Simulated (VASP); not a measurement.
Energy against volume of NaCl (rock salt). Method: revPBE GGA, VASP's PBE PAW potentials (set 64) (plane waves; VASP). Numerical set-up: 520 eV cut-off, 8×8×8 Γ-centred mesh, Gaussian smearing of 0.050 eV, potentials Na_pv Cl.

| V (Å³/atom) | E (eV/atom) |
|---|---|
| 23.185 | -3.22231 |
| 23.925 | -3.22730 |
| 24.665 | -3.22902 |
| 25.404 | -3.22800 |

Q: Fit these four points and predict the energy of the run at 26.144 Å³/atom.

A: A cubic in V^(−2/3), the third-order Birch-Murnaghan form, passes through the four points with V0 = 24.74 Å³/atom and B0 = 19 GPa, and gives -3.2247 eV/atom there. The run gave -3.2246 eV/atom, +0.0 meV/atom from the fit; all five points give B0 = 20 GPa.

The compound is NaCl in the rock salt structure. It was relaxed first, which changed the volume by +10 %.
